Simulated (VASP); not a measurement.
An input for Quantum ESPRESSO's pw.x (written as the equivalent of a VASP run, and not itself run):

```
&CONTROL
  calculation = 'scf'
  pseudo_dir = './pseudo'
  outdir = './out'
  tprnfor = .true.
  tstress = .true.
/
&SYSTEM
  ibrav = 0
  nat = 2
  ntyp = 2
  ecutwfc = 74
  occupations = 'smearing'
  smearing = 'gaussian'
  degauss = 0.000735
  input_dft = 'pz'
/
&ELECTRONS
  conv_thr = 7.3e-08
  electron_maxstep = 100
/
ATOMIC_SPECIES
  Cs 132.905 Cs.upf
  H 1.008 H.upf
CELL_PARAMETERS angstrom
     3.8145920    0.0000000    0.0000000
     0.0000000    3.8145920    0.0000000
     0.0000000    0.0000000    3.8145920
ATOMIC_POSITIONS crystal
  Cs  -0.0074860  0.0045680 -0.0004280
  H    0.5074860  0.4954320  0.5004280
K_POINTS automatic
  7 7 7 0 0 0
```

Q: Write the VASP files for the same calculation (LDA).

A: One answer among several that fit: 
### INCAR
```
SYSTEM=CsH
PREC=Accurate; ENCUT=300; LREAL=.FALSE.
LASPH=.TRUE.
EDIFF=1E-6; NELM=100; ALGO=Normal
LMAXMIX=4
ISMEAR=0; SIGMA=0.01
ISIF=2
LWAVE=.FALSE.; LCHARG=.FALSE.
```

### KPOINTS
```
Regular mesh
0
G
7 7 7
0 0 0
```

POSCAR:
```
CsH
1
    3.8145920000     0.0000000000     0.0000000000
    0.0000000000     3.8145920000     0.0000000000
    0.0000000000     0.0000000000     3.8145920000
Cs H
1 1
Direct
 -0.0074860000   0.0045680000  -0.0004280000
  0.5074860000   0.4954320000   0.5004280000
```

POTCAR, in this order: Cs_sv H (LDA.64 set). Program: vasp_std.

The two are equivalent in intent, not identical: the potentials are each code's own (VASP's PAW set, PseudoDojo norm-conserving files in pw.x), so ENCUT and ecutwfc are chosen apart and not converted; conv_thr bounds pw.x's estimated SCF error, while EDIFF bounds the energy change between steps.

The structure comes from a computed database's CsH entry (Pm-3m); how it stands against other phases isn't given here. The cell was not relaxed at this level, atoms are displaced from their ideal sites.
